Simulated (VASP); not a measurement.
Here is the system:

```
Ho
1.0
    1.80394    -3.12451     0.00000
    1.80394     3.12451     0.00000
    0.00000     0.00000     5.55626
Ho
2
Direct
  0.33333   0.66667   0.25000
  0.66667   0.33333   0.75000
```

Calculation: PBE GGA, VASP's PBE PAW potentials (set 64) (plane waves; VASP). Settings: 530 eV cut-off, 11×11×6 Γ-centred mesh, first-order Methfessel-Paxton smearing of 0.10 eV, potentials Ho_3.

The 4f electrons are frozen in the core of the lanthanide potential, so 4f levels, which can set the real gap, and their magnetism are missing. Finite-difference elastic constants of metals are sensitive to mesh and smearing; shear constants can be off by tens of GPa.

**Question.** Give the elastic stiffness tensor with the ions relaxed (GPa, in the frame of the cell).

**Answer.** 
```json
[
 {"": "xx", "xx": "87.7", "yy": "26.6", "zz": "20.9", "yz": "0.0", "xz": "0.0", "xy": "0.0"},
 {"": "yy", "xx": "26.6", "yy": "87.7", "zz": "20.9", "yz": "0.0", "xz": "0.0", "xy": "0.0"},
 {"": "zz", "xx": "20.9", "yy": "20.9", "zz": "86.4", "yz": "0.0", "xz": "0.0", "xy": "0.0"},
 {"": "yz", "xx": "0.0", "yy": "0.0", "zz": "0.0", "yz": "32.1", "xz": "0.0", "xy": "0.0"},
 {"": "xz", "xx": "0.0", "yy": "0.0", "zz": "0.0", "yz": "0.0", "xz": "32.1", "xy": "0.0"},
 {"": "xy", "xx": "0.0", "yy": "0.0", "zz": "0.0", "yz": "0.0", "xz": "0.0", "xy": "30.5"}
]
```

**Question.** Predict the Hill bulk modulus, Hill shear modulus, Young's modulus, Poisson's ratio.

**Answer.** 
```yaml
hill_bulk_modulus: 44.3 GPa
hill_shear_modulus: 31.8 GPa
Young's modulus: 77.0 GPa
Poisson's ratio: 0.210
```

The compound is Ho in the hcp structure. It was relaxed first.
